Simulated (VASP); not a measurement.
Consider the following.

```yaml
crystal:
  lattice:
    - [3.79126, 0.00000, 0.00000]
    - [0.00000, 3.79126, 0.00000]
    - [0.00000, 0.00000, 4.82887]
  atoms:
    - { symbol: Sn, position: [0.50000, 0.00000, 0.76200] }
    - { symbol: Sn, position: [0.00000, 0.50000, 0.23800] }
    - { symbol: O, position: [0.50000, 0.50000, 0.00000] }
    - { symbol: O, position: [0.00000, 0.00000, 0.00000] }
```

Method: PBE GGA, VASP's PBE PAW potentials (set 64) (plane waves; VASP). Numerical set-up: 400 eV cut-off, 7×7×6 Γ-centred mesh, Fermi-Dirac smearing of 0.020 eV, potentials Sn_d O.

At this cut-off the stress carries a Pulay error, which pulls relaxed volumes low.

Problem. Which forces act on the atoms, in eV/Å?

Solution. 
```tsv
atom	Fx	Fy	Fz
Sn1	0.000	0.000	-0.567
Sn2	0.000	0.000	0.567
O3	0.000	0.000	0.000
O4	0.000	0.000	0.000
```

Problem. Give the stress tensor in GPa (positive for a compressed cell).

Solution. 
```
3.10  0.00  0.00
0.00  3.10  0.00
0.00  0.00  1.58
```
The pressure is its mean diagonal, 2.59 GPa.

The structure is a typed SnO crystal (P4/nmm). The cell was not relaxed at this level.
